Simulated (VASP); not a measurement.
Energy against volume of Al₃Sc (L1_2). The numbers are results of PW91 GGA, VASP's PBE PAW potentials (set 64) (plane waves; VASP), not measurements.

```json
[
 {"V (Å³/atom)": "16.309", "E (eV/atom)": "-4.76195"},
 {"V (Å³/atom)": "16.830", "E (eV/atom)": "-4.77577"},
 {"V (Å³/atom)": "17.350", "E (eV/atom)": "-4.77984"},
 {"V (Å³/atom)": "17.871", "E (eV/atom)": "-4.77575"},
 {"V (Å³/atom)": "18.391", "E (eV/atom)": "-4.76472"}
]
```

**Question.** Fit a third-order Birch-Murnaghan equation of state.

**Answer.** 
- volume per atom: 17.33 Å^3/atom
- bulk modulus: 84.2 GPa
- pressure derivative of the bulk modulus: 4.67
- lattice constant a: 7.764 bohr

Measured: a 4.103 Å (computed value off by +0.1 %), as given by A Combined Experimental and First-Principles Based Assessment of Finite-Temperature Thermodynamic Properties of …. The calculation is for a static lattice, while the measured a holds thermal and zero-point effects, which are part of the difference.

The compound is Al3Sc in the L1_2 structure. It was relaxed first.
